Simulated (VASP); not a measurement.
Elastic constants (GPa) of a crystal from PBEsol GGA, VASP's PBE PAW potentials (set 64) in VASP:

|  | xx | yy | zz | yz | xz | xy |
|---|---|---|---|---|---|---|
| xx | 37.8 | 9.0 | 9.0 | 0.0 | 0.0 | 0.0 |
| yy | 9.0 | 37.8 | 9.0 | 0.0 | 0.0 | 0.0 |
| zz | 9.0 | 9.0 | 37.8 | 0.0 | 0.0 | 0.0 |
| yz | 0.0 | 0.0 | 0.0 | 9.2 | 0.0 | 0.0 |
| xz | 0.0 | 0.0 | 0.0 | 0.0 | 9.2 | 0.0 |
| xy | 0.0 | 0.0 | 0.0 | 0.0 | 0.0 | 9.2 |

Work out the Voigt, Reuss and Hill moduli, Young's modulus and Poisson's ratio.

All eigenvalues are positive (smallest 9.2 GPa), so the crystal is stable. K_V = (C11+C22+C33+2(C12+C13+C23))/9 = (113.4 + 2×27.0)/9 = 18.6 GPa; G_V = (113.4 − 27.0 + 3×27.6)/15 = 11.3 GPa. From the compliances, K_R = 18.6 GPa and G_R = 10.8 GPa. Hill: K = 18.6 GPa, G = 11.0 GPa, E = 9KG/(3K+G) = 27.6 GPa, ν = (3K−2G)/(2(3K+G)) = 0.253. K/G = 1.69, below Pugh's 1.75; universal anisotropy A^U = 0.24.

With a density of 4.14 g/cm³, what are the mean sound speeds?

v_l = √((K+4G/3)/ρ) = 2.84 km/s and v_t = √(G/ρ) = 1.63 km/s. The crystal is CsCl (CsCl type), cubic.

The compound is CsCl in the CsCl type structure. It was relaxed first.
